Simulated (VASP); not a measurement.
An input for Quantum ESPRESSO's pw.x (written as the equivalent of a VASP run, and not itself run):

```
&CONTROL
  calculation = 'vc-relax'
  pseudo_dir = './pseudo'
  outdir = './out'
  tprnfor = .true.
  tstress = .true.
  nstep = 60
  forc_conv_thr = 0.00078
/
&SYSTEM
  ibrav = 0
  nat = 4
  ntyp = 2
  ecutwfc = 84
  occupations = 'smearing'
  smearing = 'methfessel-paxton'
  degauss = 0.00735
  input_dft = 'pbesol'
/
&ELECTRONS
  conv_thr = 7.3e-08
  electron_maxstep = 100
/
&IONS
/
&CELL
/
ATOMIC_SPECIES
  Ti 47.867 Ti.upf
  S 32.060 S.upf
CELL_PARAMETERS angstrom
     3.4357029   -0.0000000   -0.0000000
    -1.7178514    2.9754062    0.0000000
    -0.0000000    0.0000000    7.1253929
ATOMIC_POSITIONS crystal
  Ti   0.3333330  0.6666670  0.0253822
  Ti   0.6666670  0.3333330  0.5253822
  S    0.3333330  0.6666670  0.3496178
  S    0.6666670  0.3333330  0.8496178
K_POINTS automatic
  9 9 4 0 0 0
```

### Question
Write the VASP files for the same calculation (PBEsol).

### Answer
One answer among several that fit: 
INCAR:
```
IBRION=2   # conjugate gradients
LASPH=.TRUE.   # aspherical one-centre terms
LWAVE=.FALSE.
ENCUT=400
ALGO=Normal
EDIFFG=-0.02   # ionic stop
ISMEAR=1   # Methfessel-Paxton
LMAXMIX=4   # l cut-off of mixed one-centre charges
GGA=PS
LCHARG=.FALSE.
NELM=100   # most electronic steps
ISIF=3   # ions, shape and volume
SYSTEM=TiS
EDIFF=1E-6   # SCF stop (eV)
PREC=Accurate
NSW=60   # most ionic steps
LREAL=.FALSE.
SIGMA=0.1   # width (eV)
```

File KPOINTS:
```
Automatic mesh
0
Gamma
9 9 4
0 0 0
```

File POSCAR:
```
TiS
1
    3.4357028923    -0.0000000000    -0.0000000000
   -1.7178514462     2.9754061570     0.0000000000
   -0.0000000000     0.0000000000     7.1253928781
Ti S
2 2
Direct
  0.3333330000   0.6666670000   0.0253822244
  0.6666670000   0.3333330000   0.5253822244
  0.3333330000   0.6666670000   0.3496177756
  0.6666670000   0.3333330000   0.8496177756
```

POTCAR, in this order: Ti_sv S (PBE.64 set). Program: vasp_std.

Limits of the translation: the potentials are each code's own (VASP's PAW set, PseudoDojo norm-conserving files in pw.x), so ENCUT and ecutwfc are chosen apart and not converted; conv_thr bounds pw.x's estimated SCF error, while EDIFF bounds the energy change between steps; forc_conv_thr acts on force components and is met together with etot_conv_thr.

The structure was generated: TiS was put into the wurtzite type (P6_3mc), which need not be its known phase. This run relaxes it. Symmetry was kept, so distortions that lower it aren't found. The start is the result of an earlier pass.
